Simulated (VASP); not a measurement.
All values below come from PBE GGA with spin-orbit coupling, VASP's PBE PAW potentials (set 64) (plane waves; VASP 6.6.1).

VASP ran on this input.

File KPOINTS:
```
kpoints
0
Gamma
  8 8 8
```

File POSCAR:
```
CsCl
3.8706620
  0.0000000000   1.0000000000   1.0000000000
  1.0000000000   0.0000000000   1.0000000000
  1.0000000000   1.0000000000   0.0000000000
Cl Cs
1 1
direct
  0.2500000000   0.2500000000   0.2500000000
  0.0000000000   0.0000000000   0.0000000000
```

INCAR:
```
# general
SYSTEM         =  CsCl
PREC           =  Accurate
ENCUT          =  300
LREAL          =  .FALSE.
LASPH          =  .TRUE.

# electronic loop
EDIFF          =  1E-6
NELM           =  100
ALGO           =  Normal
LMAXMIX        =  4

# smearing
ISMEAR         =  -1
SIGMA          =  0.1

# functional
GGA            =  PE
GGA_COMPAT     =  .FALSE.

# spin
MAGMOM         =  6*0.0
LSORBIT        =  .TRUE.
LNONCOLLINEAR  =  .TRUE.

# ions
ISIF           =  2

# output
LWAVE          =  .FALSE.
LCHARG         =  .FALSE.
LORBIT         =  11
```

POTCAR, in this order: Cl Cs_sv (PBE.64 set). Program: vasp_ncl.

**Question.** What will the output report for the number of irreducible k-points (NKPTS), largest plane-wave count, number of space-group operations, FFT grid (NGX, NGY, NGZ)?

**Answer.** 
```
Quantity                                       Value
--------------------------------------  ------------
number of irreducible k-points (NKPTS)            43
largest plane-wave count                        2768
number of space-group operations                  24
FFT grid (NGX, NGY, NGZ)                32 × 32 × 32
```

The structure was generated: CsCl was put into an ordered model structure, which need not be its known phase. The cell was not relaxed at this level. The run is one of a series of settings (GGA_COMPAT = .FALSE., LNONCOLLINEAR = .TRUE., LSORBIT = .TRUE., MAGMOM = 0.0 0.0 0.0 0.0 0.0 0.0, program vasp_ncl against the base run), some of them coarse on purpose.
